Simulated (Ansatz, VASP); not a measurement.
**Two plane-wave programs on HPbNO4**

```xyz
7
Lattice="3.9296 0.1467 0.0919 -0.2582 5.6354 0.1679 -0.4914 -1.9650 5.8324" Properties=species:S:1:pos:R:3 pbc="T T T"
H    -0.0085    2.6493    3.2969
Pb    2.1894    2.7303    1.0243
N     2.8791    3.6753    5.8372
O    -0.4137   -0.9602    5.1616
O     2.7791   -0.0869    0.8182
O    -0.6028    2.4453    5.2009
O     0.1305    2.6208    2.3066
```

Change from the starting cell: volume scaled by 1.06.

Alike in both runs: task single point; functional PBE; k mesh 7 × 5 × 5; occupations fermi-dirac, width 0.05 eV; no spin polarisation.

|  | VASP | Ansatz |
| --- | --- | --- |
| version | VASP 6.6.1 | Ansatz 0.2.0 |
| potentials or method | VASP PAW PBE potentials, release 64 (H, Pb_d, N, O) | Ansatz PAW |
| plane-wave cutoff (eV) | 520 | 420 |
| valence electrons in the cell | 44 | 44 |

VASP gave:

```
gap on the k mesh at the Fermi level (eV)       : 3.07
least direct gap on the mesh (eV)               : 3.15
pressure (GPa)                                  : -3.5
largest component of the traceless stress (GPa) : 1.47
rms of the force components (eV/Å)              : 0.447
```

Problem. Estimate Ansatz's values.

Solution. gap on the k mesh at the Fermi level (eV): 3.09; least direct gap on the mesh (eV): 3.18; pressure (GPa): -3.9; largest component of the traceless stress (GPa): 1.82; rms of the force components (eV/Å): 0.564.

Atom by atom the forces differ by 0.121 eV/Å (rms over components).

Caveats: spin-orbit coupling is left out, which as a rule narrows the gap of such compounds by several tenths of an eV; forces of over 1 eV/Å show positions far from the minimum, so gaps and moduli don't describe the material at rest; an odd mesh through Γ misses points on the zone boundary, where band edges often lie (VASP); odd divisions of the mesh miss points on the zone boundary, where band edges often lie, so the gap on the mesh can be too wide (Ansatz); the pressure holds a Pulay correction of +0.5 GPa for the finite cutoff (Ansatz).
